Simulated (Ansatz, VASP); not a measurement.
**NaB in VASP and in Ansatz**

File INCAR:

```
SYSTEM = NaB
PREC = Accurate ; ENCUT = 520
EDIFF = 1E-6 ; ISMEAR = 0
SIGMA = 0.15 ; LREAL = .FALSE.
LASPH = .TRUE. ; NELM = 100
ALGO = Fast ; ISIF = 2
LWAVE = .FALSE. ; LCHARG = .FALSE.
GGA = PE ; NBANDS = 12
```

Contents of KPOINTS:

```
regular mesh
0
G
  16 16 16
  0 0 0
```

POSCAR

```
NaB
1.0
    0.0000000000      2.7643850700      2.6033529300
    2.7643850700      0.0000000000      2.6033529300
    2.7643850700      2.7643850700      0.0000000000
Na B
1 1
Direct
    0.0000000000      0.0000000000      0.0000000000
    0.5000000000      0.5000000000      0.5000000000
```

Input for Ansatz:

```yaml
crystal:
  lattice:
    - [0.0, 2.76438507, 2.60335293]
    - [2.76438507, 0.0, 2.60335293]
    - [2.76438507, 2.76438507, 0.0]
  atoms:
    - { symbol: Na, position: [0.0, 0.0, 0.0] }
    - { symbol: B, position: [0.5, 0.5, 0.5] }
basis:
  ecutwfc: 420
kpoints:
  mp_grid: { grid: [16, 16, 16] }
hamiltonian:
  xc: pbe
scf:
  occupations: { method: gaussian, width: 0.15 }
output:
  forces: true
  stress: true
  eigenvalues: true
```

Change from the starting cell: strain +0.030 along x and y, -0.030 along z, atoms carried along.

Alike in both runs: task single point; functional PBE; k mesh 16 × 16 × 16; occupations gaussian, width 0.15 eV; no spin polarisation.

|  | VASP | Ansatz |
| --- | --- | --- |
| version | VASP 6.6.1 | Ansatz 0.2.0 |
| potentials or method | VASP PAW PBE potentials, release 64 (Na_pv, B) | scalar-relativistic, plane waves, PAW |
| plane-wave cutoff (eV) | 520 | 420 |
| valence electrons in the cell | 10 | 12 |

VASP gave:

```
gap on the k mesh at the Fermi level (eV)       : none
pressure (GPa)                                  : -0.2
largest component of the traceless stress (GPa) : 3.07
```

Q: What did Ansatz give for the same quantities?

A: gap on the k mesh at the Fermi level (eV): none; pressure (GPa): -0.3; largest component of the traceless stress (GPa): 3.06.

A gap of «none» marks a metal or a gap that the smearing closes. With one functional, cell and mesh, what is left measures potentials, basis and numerics. The two sets of potentials don't hold the same shells in valence.
